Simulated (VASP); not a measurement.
Runs of VASP 6.6.1 on CsNbCl2. Symmetry: P4/mmm, No. 123, tetragonal system. The conventional cell has a = 3.330 Å, b = 3.330 Å, c = 8.432 Å, α = 90.00°, β = 90.00°, γ = 90.00°. Around Cs (site symmetry 4/mmm) lie 4 Cs at 3.33 Å and 8 Cl at 3.61 Å. Nb (site symmetry 4/mmm) is surrounded by 8 Cl at 2.78 Å. Cl (site symmetry 4mm) is surrounded by 4 Nb at 2.78 Å and 1 Cl at 2.97 Å. The cell was built by a generator and needn't be a form met in nature.

```csv
task,level,cell,k mesh,cutoff (eV),smearing,grid for exact exchange (PRECFOCK),gap on the mesh (eV),pressure (GPa),largest force (eV/Å)
relaxation of cell and atoms,PBE,relaxed,8 × 8 × 3,600,gaussian 0.05 eV,-,none,0.0,0.01
single point,HSEsol+D3(BJ),volume scaled by 0.88,5 × 5 × 2,520,tetrahedron,Fast,0.09,0.3,0.09
relaxation of the atoms,RPBE,atoms relaxed,8 × 8 × 3,520,gaussian 0.05 eV,-,none,2.3,0.01
optical spectrum,r2SCAN+rVV10,as given,8 × 8 × 3,520,gaussian 0.01 eV,-,none,(b),0.13
single point,PBE,as given,8 × 8 × 3,520,fermi-dirac 0.05 eV,-,none,0.1,(a)
```

Alike in all rows: potentials or basis VASP PAW PBE potentials, release 64 (Cs_sv, Nb_sv, Cl); no spin polarisation.

Problem. Estimate the missing entries.

Solution. (a) 0.02; (b) -1.3.

Caveats: the PAW data sets were made with another functional, which shifts forces and pressure a little (some runs); spin-orbit coupling is left out, which moves the levels of the heavy elements (some runs); an odd mesh through Γ misses points on the zone boundary, where band edges often lie (some runs); spectra need much finer meshes, so this one isn't converged (some runs); independent-particle spectra lack excitons (some runs); the intraband (Drude) part of a metal's response may be missing (some runs); pairwise dispersion overbinds metals, which lowers pressure and volume (some runs).

A k mesh can miss the band edges, and the runs leave out spin-orbit coupling on Cs, Nb.

A gap of «none» marks a metal or a gap under the smearing width.
